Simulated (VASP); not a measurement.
# MnPtS3 (Pm-3m) in VASP: notebook

Aim: see how the results for MnPtS3 move with the level of theory and the settings. Levels: PBE, PBEsol. Tasks: relaxation of cell and atoms.

Program: VASP 6.6.1. These are calculated values, not measurements. Logs are shortened: lines on timing, memory, paths and dates and some standing lists are left out, and cuts for length are marked.

## Step 1: The structure

It takes space group Pm-3m (No. 221, cubic). Conventional cell: a = 4.591 Å, b = 4.591 Å, c = 4.591 Å, α = 90.00°, β = 90.00°, γ = 90.00°. Mn (site symmetry m-3m) is surrounded by 12 S at 3.25 Å. Pt (site symmetry m-3m) is surrounded by 6 S at 2.30 Å. S (site symmetry 4/mmm) is surrounded by 2 Pt at 2.30 Å.

The cell was built by a generator and needn't be a form met in nature.

## Step 2: Relaxation of cell and atoms, PBE, collinear spin, ferromagnetic start

INCAR

```
SYSTEM = MnPtS3
PREC = Accurate
ENCUT = 600
EDIFF = 1E-6
ISMEAR = 0
SIGMA = 0.05
LREAL = .False.
LASPH = .True.
NELM = 120
ALGO = Normal
ISIF = 3
LWAVE = .False.
LCHARG = .False.
ISPIN = 2
MAGMOM = 4 0 0 0 0
LORBIT = 11
LMAXMIX = 4
GGA = PE
IBRION = 2
NSW = 60
EDIFFG = -0.02
```

KPOINTS

```
regular mesh
0
Gamma
  6 6 6
  0 0 0
```

POSCAR

```
MnPtS3
1.0
    4.5906928300      0.0000000000      0.0000000000
    0.0000000000      4.5906928300      0.0000000000
    0.0000000000      0.0000000000      4.5906928300
Mn Pt S
1 1 3
Direct
    0.0000000000      0.0000000000      0.0000000000
    0.5000000000      0.5000000000      0.5000000000
    0.0000000000      0.5000000000      0.5000000000
    0.5000000000      0.0000000000      0.5000000000
    0.5000000000      0.5000000000      0.0000000000
```

Potentials or basis: VASP PAW PBE potentials, release 64 (Mn_pv, Pt, S).

Run with:

```sh
$ cat potpaw_PBE.64/Mn_pv/POTCAR potpaw_PBE.64/Pt/POTCAR potpaw_PBE.64/S/POTCAR > POTCAR
$ mpirun -np 1 vasp_std > vasp.out
```

OUTCAR:

```text
SYSTEM = MnPtS3
   PREC = Accurate
   ENCUT = 600
   EDIFF = 1E-6
   ISMEAR = 0
   LREAL = .False.
   LASPH = .True.
   NELM = 120
   ISIF = 3
   ISPIN = 2
   LORBIT = 11
   GGA = PE
   IBRION = 2
   NSW = 60
   EDIFFG = -0.02

 ion  position               nearest neighbor table
   1  0.000  0.000  0.000-
   2  0.500  0.500  0.500-   3 2.30   4 2.30   5 2.30   5 2.30   4 2.30   3 2.30
   3  0.000  0.500  0.500-   2 2.30   2 2.30
   4  0.500  0.000  0.500-   2 2.30   2 2.30
   5  0.500  0.500  0.000-   2 2.30   2 2.30

  LATTYP: Found a simple cubic cell.
 ALAT       =     4.5906928300

  Lattice vectors:

 A1 = (   4.5906928300,   0.0000000000,   0.0000000000)
 A2 = (   0.0000000000,   4.5906928300,   0.0000000000)
 A3 = (   0.0000000000,   0.0000000000,   4.5906928300)

Analysis of symmetry for initial positions (statically):
=====================================================================
 Subroutine PRICEL returns:
 Original cell was already a primitive cell.

 Routine SETGRP: Setting up the symmetry group for a
 simple cubic supercell.

 Subroutine GETGRP returns: Found 48 space group operations
 (whereof 48 operations were pure point group operations)
 out of a pool of 48 trial point group operations.

The static configuration has the point symmetry O_h .

Analysis of symmetry for dynamics (positions and initial velocities):
=====================================================================
 Subroutine PRICEL returns:
 Original cell was already a primitive cell.

 Routine SETGRP: Setting up the symmetry group for a
 simple cubic supercell.

 Subroutine GETGRP returns: Found 48 space group operations
 (whereof 48 operations were pure point group operations)
 out of a pool of 48 trial point group operations.

The dynamic configuration has the point symmetry O_h .

Analysis of structural, dynamic, and magnetic symmetry:
=====================================================================
 Subroutine PRICEL returns:
 Original cell was already a primitive cell.

 Routine SETGRP: Setting up the symmetry group for a
 simple cubic supercell.

 Subroutine GETGRP returns: Found 48 space group operations
 (whereof 48 operations were pure point group operations)
 out of a pool of 48 trial point group operations.

The overall configuration has the point symmetry O_h .

 Subroutine INISYM returns: Found 48 space group operations
 (whereof 48 operations are pure point group operations),
 and found     1 'primitive' translations

----------------------------------------------------------------------------------------

                                     Primitive cell

  volume of cell :      96.7464

  direct lattice vectors                    reciprocal lattice vectors
     4.590692830  0.000000000  0.000000000     0.217832043  0.000000000  0.000000000
     0.000000000  4.590692830  0.000000000     0.000000000  0.217832043  0.000000000
     0.000000000  0.000000000  4.590692830     0.000000000  0.000000000  0.217832043

  length of vectors
     4.590692830  4.590692830  4.590692830     0.217832043  0.217832043  0.217832043

  position of ions in fractional coordinates (direct lattice)
     0.000000000  0.000000000  0.000000000
     0.500000000  0.500000000  0.500000000
     0.000000000  0.500000000  0.500000000
     0.500000000  0.000000000  0.500000000
     0.500000000  0.500000000  0.000000000

  ion indices of the primitive-cell ions
   primitive index   ion index
                 1           1
                 2           2
                 3           3
                 4           4
                 5           5

----------------------------------------------------------------------------------------

 KPOINTS: regular mesh

Automatic generation of k-mesh.
 Grid dimensions read from file:
 generate k-points for:    6    6    6

 Generating k-lattice:

  Cartesian coordinates                     Fractional coordinates (reciprocal lattice)
     0.036305341  0.000000000  0.000000000     0.166666667  0.000000000  0.000000000
     0.000000000  0.036305341  0.000000000     0.000000000  0.166666667  0.000000000
     0.000000000  0.000000000  0.036305341     0.000000000  0.000000000  0.166666667

  Length of vectors
     0.036305341  0.036305341  0.036305341

  Shift w.r.t. Gamma in fractional coordinates (k-lattice)
     0.000000000  0.000000000  0.000000000

 Subroutine IBZKPT returns following result:
 ===========================================

 Found     20 irreducible k-points:

 Following reciprocal coordinates:
            Coordinates               Weight
  0.000000  0.000000  0.000000      1.000000
  0.166667  0.000000  0.000000      6.000000
  0.333333  0.000000  0.000000      6.000000
  0.500000  0.000000  0.000000      3.000000
  0.166667  0.166667  0.000000     12.000000
  0.333333  0.166667  0.000000     24.000000
[... 12 lines left out ...]
  0.500000  0.500000  0.333333      6.000000
  0.500000  0.500000  0.500000      1.000000
   k-points           NKPTS =     20   k-points in BZ     NKDIM =     20   number of bands    NBANDS=     26
   number of dos      NEDOS =    301   number of ions     NIONS =      5
   total plane-waves  NPLWV =  64000
   dimension x,y,z NGX =    40 NGY =   40 NGZ =   40
   dimension x,y,z NGXF=    80 NGYF=   80 NGZF=   80
   ions per type =               1   1   3
   NGX,Y,Z   is equivalent  to a cutoff of  14.49, 14.49, 14.49 a.u.
   NGXF,Y,Z  is equivalent  to a cutoff of  28.97, 28.97, 28.97 a.u.
 SYSTEM =  MnPtS3
   PREC   = accura    normal or accurate (medium, high low for compatibility)
   ISTART =      0    job   : 0-new  1-cont  2-samecut
   ICHARG =      2    charge: 1-file 2-atom 10-const
   ISPIN  =      2    spin polarized calculation?
   LNONCOLLINEAR =      F non collinear calculations
   LSORBIT =      F    spin-orbit coupling
   LASPH  =      T    aspherical Exc in radial PAW
   ENCUT  =  600.0 eV  44.10 Ry    6.64 a.u.   9.17  9.17  9.17*2*pi/ulx,y,z
   NELM   =    120;   NELMIN=  2; NELMDL= -5     # of ELM steps
   EDIFF  = 0.1E-05   stopping-criterion for ELM
   LREAL  =      F    real-space projection
   EDIFFG = -.2E-01   stopping-criterion for IOM
   NSW    =     60    number of steps for IOM
   IBRION =      2    ionic relax: 0-MD 1-quasi-New 2-CG
   NFREE  =      1    steps in history (QN), initial steepest desc. (CG)
   ISIF   =      3    stress and relaxation
   ISYM   =      2    0-nonsym 1-usesym 2-fastsym
   POTIM  = 0.5000    time-step for ionic-motion
   TEBEG  =    0.0;   TEEND  =   0.0 temperature during run
   PSTRESS=    0.0 pullay stress
   NELECT =      41.0000    total number of electrons
   NUPDOWN=      -1.0000    fix difference up-down
   EMIN   =  10.00;   EMAX   =-10.00  energy-range for DOS
   EFERMI =   0.00;   METHOD = LEGACY
   ISMEAR =     0;   SIGMA  =   0.05  broadening in eV -4-tet -1-fermi 0-gaus
   EFERMI_NEDOS =   21; number of points for ismear=-14 and -15
   IALGO  =     38    algorithm
   IMIX   =      4    mixing-type and parameters
     AMIX     =   0.40;   BMIX     =  1.00
     AMIX_MAG =   1.60;   BMIX_MAG =  1.00
  volume/ion in A,a.u.               =      19.35       130.58
  Fermi-wavevector in a.u.,A,eV,Ry     =   1.229677  2.323753 20.573460  1.512107
  Thomas-Fermi vector in A             =   2.364555
   LORBIT       =     11    0 simple, 1 ext, 2 COOP (PROOUT), +10 PAW based schemes
   GGA     = PE    functional components
   LHFCALC =     F    Hartree Fock is set to
   AEXX    =    0.0000 exact exchange contribution
   IVDW    =     0    specifies the selected vdW correction
   LEPSILON=     F    determine dielectric tensor
   LRPA    =     F    only Hartree local field effects (RPA)
 conjugate gradient relaxation of ions
 spin polarized calculation
 Gauss-broadening in eV      SIGMA  =   0.05
  energy-cutoff  :      600.00
  volume of cell :       96.75
 maximum number of plane-waves:      3253
 NGX is ok and might be reduce to    40
   NGX = 19   NGY = 19   NGZ = 19

--------------------------------------- Ionic step        1  -------------------------------------------

 number of electron      40.9999988 magnetization       4.3713627

 Free energy of the ion-electron system (eV)
  ---------------------------------------------------
  ext. energy  EPLUGINS =         0.00000000
  ---------------------------------------------------
  free energy    TOTEN  =       -24.58633153 eV

  energy without entropy =      -24.58237196  energy(sigma->0) =      -24.58435174

 E-fermi :   5.6225     XC(G=0): -10.3403

 val. band max:        5.6118414664   @ k =   0.3333   0.3333   0.0000
 cond. band min:       5.6297492070   @ k =   0.3333   0.3333   0.3333
 fundamental gap:      0.0179077406
 Fermi energy:         5.6225121120

 spin component 1

 k-point     1 :       0.0000    0.0000    0.0000
  band No.  band energies     occupation
      1     -45.1956      1.00000
      2     -45.1956      1.00000
      3     -45.1956      1.00000
      4      -8.8314      1.00000
      5      -6.8766      1.00000
      6      -6.8766      1.00000
[... 18 lines left out ...]
     25       4.9629      1.00000
     26       4.9629      1.00000
[... 2406 lines left out ...]
 POSITION                                       TOTAL-FORCE (eV/Angst)
 -----------------------------------------------------------------------------------
      0.00000      0.00000      0.00000        -0.000000      0.000000      0.000000
      2.35340      2.35340      2.35340        -0.000000      0.000000      0.000000
      0.00000      2.35340      2.35340        -0.000000     -0.000000      0.000000
      2.35340      0.00000      2.35340         0.000000     -0.000000      0.000000
      2.35340      2.35340     -0.00000         0.000000     -0.000000      0.000000
 -----------------------------------------------------------------------------------
    total drift:                                0.000000     -0.000000     -0.000000

  FREE ENERGIE OF THE ION-ELECTRON SYSTEM (eV)
  ---------------------------------------------------
  free  energy   TOTEN  =       -24.7689126536 eV

  energy  without entropy=      -24.7635905194  energy(sigma->0) =      -24.76625159

--------------------------------------- Ionic step        4  -------------------------------------------

 number of electron      41.0000015 magnetization      -4.3159833

 Free energy of the ion-electron system (eV)
  ---------------------------------------------------
  ext. energy  EPLUGINS =         0.00000000
  ---------------------------------------------------
  free energy    TOTEN  =       -24.76926758 eV

  energy without entropy =      -24.76389610  energy(sigma->0) =      -24.76658184

 E-fermi :   4.7508     XC(G=0):  -9.9753

 val. band max:        4.7392697959   @ k =   0.5000   0.1667   0.0000
 cond. band min:       4.7565350749   @ k =   0.1667   0.0000   0.0000
 fundamental gap:      0.0172652790
 Fermi energy:         4.7508427310

 spin component 1

 k-point     1 :       0.0000    0.0000    0.0000
  band No.  band energies     occupation
      1     -41.4238      1.00000
      2     -41.4238      1.00000
      3     -41.4238      1.00000
      4      -9.2282      1.00000
      5      -7.4922      1.00000
      6      -7.4922      1.00000
[... 18 lines left out ...]
     25       5.8297      0.00000
     26       5.8297      0.00000
[... 1145 lines left out ...]
 VOLUME and BASIS-vectors are now :
 -----------------------------------------------------------------------------
  energy-cutoff  :      600.00
  volume of cell :      104.53
      direct lattice vectors                 reciprocal lattice vectors
     4.710633564  0.000000000  0.000000000     0.212285670 -0.000000000 -0.000000000
     0.000000000  4.710633564 -0.000000000    -0.000000000  0.212285670  0.000000000
     0.000000000 -0.000000000  4.710633564    -0.000000000  0.000000000  0.212285670

 POSITION                                       TOTAL-FORCE (eV/Angst)
 -----------------------------------------------------------------------------------
      0.00000      0.00000      0.00000        -0.000000      0.000000      0.000000
      2.35532      2.35532      2.35532        -0.000000      0.000000      0.000000
      0.00000      2.35532      2.35532         0.000000     -0.000000      0.000000
      2.35532      0.00000      2.35532         0.000000     -0.000000      0.000000
      2.35532      2.35532     -0.00000         0.000000     -0.000000      0.000000
 -----------------------------------------------------------------------------------
    total drift:                               -0.000000     -0.000000     -0.000000

  FREE ENERGIE OF THE ION-ELECTRON SYSTEM (eV)
  ---------------------------------------------------
  free  energy   TOTEN  =       -24.7692675826 eV

  energy  without entropy=      -24.7638961050  energy(sigma->0) =      -24.76658184

 reached required accuracy - stopping structural energy minimisation

 total charge

# of ion       s       p       d       tot
------------------------------------------
    1        0.164   6.037   4.872  11.073
    2        0.655   0.651   8.160   9.466
    3        1.366   2.272   0.000   3.638
    4        1.366   2.272   0.000   3.638
    5        1.366   2.272   0.000   3.638
--------------------------------------------------
tot          4.917  13.505  13.031  31.453

 magnetization (x)

# of ion       s       p       d       tot
------------------------------------------
    1       -0.067  -0.015  -4.402  -4.484
    2        0.005  -0.006   0.101   0.100
    3       -0.000   0.086   0.000   0.086
    4       -0.000   0.086   0.000   0.086
    5       -0.000   0.086   0.000   0.086
--------------------------------------------------
tot         -0.062   0.239  -4.302  -4.125
```

Wall time 5.9 min (1 thread of Intel Xeon 6975P-C (Granite Rapids), shared host); peak memory 0.37 GiB.

Results:

- Free energy: -24.7693 eV
- Relaxed volume: 20.91 Å³/atom
- Relaxed cell: a = 4.711 Å, b = 4.711 Å, c = 4.711 Å, α = 90.00°, β = 90.00°, γ = 90.00°
- Space group after relaxing (to 0.05 Å): Pm-3m (No. 221)
- Energy gained by relaxing: 36.6 meV/atom
- Ionic steps: 4
- Pressure after relaxing: 0.1 GPa
- Net moment: -4.32 μB per cell
- Site moments: Mn -4.48; Pt +0.10; S +0.09 μB
- Valence electrons inside the program's atomic spheres: Mn 11.07; Pt 9.47; S 3.64

Step by step:
```tsv
step	energy change (eV)	largest force (eV/Å)	pressure (GPa)	volume (Å³)
1	0.0000	0.0000	8.00	96.75
2	2.7761	0.0000	-5.89	110.92
3	-0.1826	0.0000	0.26	104.27
4	-0.1829	0.0000	0.15	104.53
```

Final structure:
```yaml
crystal:
  lattice:
    - [4.71063, 0.00000, 0.00000]
    - [0.00000, 4.71063, 0.00000]
    - [0.00000, 0.00000, 4.71063]
  atoms:
    - { symbol: Mn, position: [0.00000, 0.00000, 0.00000] }
    - { symbol: Pt, position: [0.50000, 0.50000, 0.50000] }
    - { symbol: S, position: [0.00000, 0.50000, 0.50000] }
    - { symbol: S, position: [0.50000, 0.00000, 0.50000] }
    - { symbol: S, position: [0.50000, 0.50000, 0.00000] }
```

Caveat: the bands computed are all filled at some k points, so no gap is given; a cell with one magnetic atom can't hold antiferromagnetic order, which such compounds often take. Spin-orbit coupling is left out, which matters for the levels of Pt.

## Step 3: Relaxation of cell and atoms, PBEsol, collinear spin, ferromagnetic start

INCAR

```
PREC = Accurate ; ENCUT = 600
EDIFF = 1E-7 ; ISMEAR = 0
SIGMA = 0.05 ; LREAL = False
LASPH = True ; NELM = 100
ALGO = Normal ; ISIF = 3
LWAVE = False ; LCHARG = False
ISPIN = 2 ; MAGMOM = 4 0 0 0 0
LORBIT = 11 ; LMAXMIX = 4
GGA = PS ; IBRION = 2
NSW = 40 ; EDIFFG = -0.01
```

KPOINTS

```
regular mesh
0
Gamma
  6 6 6
```

POSCAR is that of step 2.

Potentials or basis: VASP PAW PBE potentials, release 64 (Mn_pv, Pt, S).

Run with:

```sh
$ cat potpaw_PBE.64/Mn_pv/POTCAR potpaw_PBE.64/Pt/POTCAR potpaw_PBE.64/S/POTCAR > POTCAR
$ mpirun -np 1 vasp_std > vasp.out
```

It took 3.3 min on 1 thread of Intel Xeon 6975P-C (Granite Rapids), shared host; peak memory 0.36 GiB.

The run converged. Its results:

```
Free energy                                           : -26.9898 eV
Relaxed volume                                        : 20.10 Å³/atom
Relaxed cell                                          : a = 4.649 Å, b = 4.649 Å, c = 4.649 Å, α = 90.00°, β = 90.00°, γ = 90.00°
Space group after relaxing (to 0.05 Å)                : Pm-3m (No. 221)
Energy gained by relaxing                             : 9.0 meV/atom
Ionic steps                                           : 3
Pressure after relaxing                               : 0.0 GPa
Net moment                                            : 4.34 μB per cell
Site moments                                          : Mn +4.46; Pt -0.09; S -0.08 μB
Valence electrons inside the program's atomic spheres : Mn 11.08; Pt 9.59; S 3.62
```

The path:
| step | energy change (eV) | largest force (eV/Å) | pressure (GPa) | volume (Å³) |
| --- | --- | --- | --- | --- |
| 1 | 0.0000 | 0.0000 | 3.99 | 96.75 |
| 2 | -0.0174 | 0.0000 | -2.70 | 103.64 |
| 3 | -0.0450 | 0.0000 | 0.00 | 100.51 |

Final structure:
```
Mn Pt S
1.0
     4.64942    0.00000    0.00000
     0.00000    4.64942    0.00000
     0.00000    0.00000    4.64942
Mn Pt S
1 1 3
Direct
  0.00000 0.00000 0.00000
  0.50000 0.50000 0.50000
  0.00000 0.50000 0.50000
  0.50000 0.00000 0.50000
  0.50000 0.50000 0.00000
```

Levels at points of the mesh, in eV from the Fermi level:
Spin up:
```
           k point  band 20  band 21  band 22  band 23  band 24  band 25  band 26
(0.00, 0.00, 0.00)    -1.06    -1.06    -1.06    -0.77    -0.63    -0.63    -0.63
(0.50, 0.00, 0.00)    -1.13    -0.48    -0.48    -0.10    -0.10     0.09     2.56
(0.50, 0.50, 0.00)    -1.37    -0.96     0.27     0.27     0.58     2.56     4.01
(0.50, 0.50, 0.50)    -0.87    -0.59     0.52     0.52     0.52     5.41     5.41
```
Spin down:
| k point | band 15 | band 16 | band 17 | band 18 | band 19 | band 20 | band 21 | band 22 |
| --- | --- | --- | --- | --- | --- | --- | --- | --- |
| (0.00, 0.00, 0.00) | -1.21 | -1.21 | -1.21 | -0.68 | -0.68 | -0.68 | 0.26 | 1.05 |
| (0.50, 0.00, 0.00) | -2.02 | -0.97 | -0.97 | -0.18 | -0.18 | 0.06 | 1.12 | 1.26 |
| (0.50, 0.50, 0.00) | -1.26 | -1.08 | -0.37 | -0.37 | 0.11 | 1.27 | 1.28 | 1.64 |
| (0.50, 0.50, 0.50) | -0.88 | 0.36 | 0.36 | 0.36 | 0.74 | 1.20 | 1.20 | 1.20 |

Caveat: the bands computed are all filled at some k points, so no gap is given; the PAW data sets were made with another functional, which shifts forces and pressure a little; a cell with one magnetic atom can't hold antiferromagnetic order, which such compounds often take.
